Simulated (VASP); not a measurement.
Input:

```
Ta2N
1.0
    3.07328     0.00000     0.00000
   -1.53664     2.66154     0.00000
    0.00000     0.00000     4.90971
N Ta
1 2
Direct
  0.00000   0.00000   0.00000
  0.33333   0.66667   0.25797
  0.66667   0.33333   0.74203
```

These are r2SCAN meta-GGA, VASP's PBE PAW potentials (set 64) (plane waves; VASP 6.6.1) values and carry that method's errors. Numerical set-up: 520 eV cut-off, 13×13×7 Γ-centred mesh, tetrahedra with Blöchl corrections, potentials N Ta_pv.

For a metal the tetrahedron method with Blöchl corrections gives inexact stress and forces. Unless said otherwise, spin-orbit coupling is left out, though it shifts the bands of the heavy elements here.

Task: Predict the energy per atom (σ→0), largest force, band gap (over mesh and band path) with the smallest direct gap where there is one.

Result: 
- band gap (over mesh and band path) = none (metal, semimetal or under 0.01 eV)
- energy per atom (σ→0) = -36.345 eV/atom
- largest force = 0.109 eV/Å

The structure was generated: Ta2N was put into the CdI2 type (P-3m1), which need not be its known phase. It was relaxed first, which changed the volume by +19 %. The electron count is odd and the run is not spin-polarised, which forces a metal.
